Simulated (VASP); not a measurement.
Consider the following.

```xyz
2
Lattice="3.6530 0.0000 0.0000 0.0000 3.6530 0.0000 0.0000 0.0000 3.6530" Properties=species:S:1:pos:R:3 pbc="T T T"
Ti     0.0000     0.0000     0.0000
Al     1.8265     1.8265     1.8265
```

Computed with r2SCAN meta-GGA, VASP's PBE PAW potentials (set 64) (plane waves; VASP). Numerical set-up: 400 eV cut-off, 9×9×9 Γ-centred mesh, first-order Methfessel-Paxton smearing of 0.10 eV, potentials Ti_sv Al.

Energy and stress use the plane-wave basis of the starting cell.

Question: The ions, cell shape and volume are relaxed. What does this cell relax into?

Answer: 
```xyz
2
Lattice="3.1716 0.0000 0.0000 0.0000 3.1716 0.0000 0.0000 0.0000 3.1716" Properties=species:S:1:pos:R:3 pbc="T T T"
Ti     0.0000     0.0000     0.0000
Al     1.5858     1.5858     1.5858
```
Space group Pm-3m (221), at a tolerance of 0.03 Å.

Question: How do energy and volume change from the first to the last step?

Answer: The energy (σ→0) changes by -804.8 meV/atom and the volume by -34.6 %, in 3 ionic steps.

The structure was generated: TiAl was put into the CsCl type type (Pm-3m), which need not be its known phase. This run relaxes it. Symmetry was kept, so distortions that lower it aren't found. The electron count is odd and the run is not spin-polarised, which forces a metal.
